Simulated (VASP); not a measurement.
Data:

```xyz
2
Lattice="1.3550 -2.3469 0.0000 1.3550 2.3469 0.0000 0.0000 0.0000 4.2800" Properties=species:S:1:pos:R:3 pbc="T T T"
Ru     1.3550     0.7823     1.0700
Ru     1.3550    -0.7823     3.2100
```

These are MS2 meta-GGA, VASP's PBE PAW potentials (set 64) (plane waves; VASP) values and carry that method's errors. Settings: 520 eV cut-off, 14×14×8 Γ-centred mesh, first-order Methfessel-Paxton smearing of 0.10 eV, potentials Ru_pv.

**Question.** The ions, cell shape and volume are relaxed. Which structure does the run end with?

**Answer.** 
```xyz
2
Lattice="1.3511 -2.3402 0.0000 1.3511 2.3402 0.0000 0.0000 0.0000 4.2579" Properties=species:S:1:pos:R:3 pbc="T T T"
Ru     1.3511     0.7801     1.0645
Ru     1.3511    -0.7801     3.1934
```
Space group P6_3/mmc (194), at a tolerance of 0.03 Å.

**Question.** How do energy and volume change from the first to the last step?

**Answer.** The energy (σ→0) changes by -1.8 meV/atom and the volume by -1.1 %, in 6 ionic steps.

```csv
step,E(σ→0) (eV),max force (eV/Å),pressure (GPa),volume (Å³)
1,-15.6977,0.000,-3.76,27.22
2,-15.6619,0.000,13.58,25.98
3,-15.7012,0.000,-0.12,26.93
4,-15.7012,0.000,0.04,26.92
5,-15.7013,0.000,-0.02,26.93
6,-15.7013,0.000,0.00,26.92
```

The compound is Ru in the hcp structure. This run relaxes it. Symmetry was kept, so distortions that lower it aren't found.
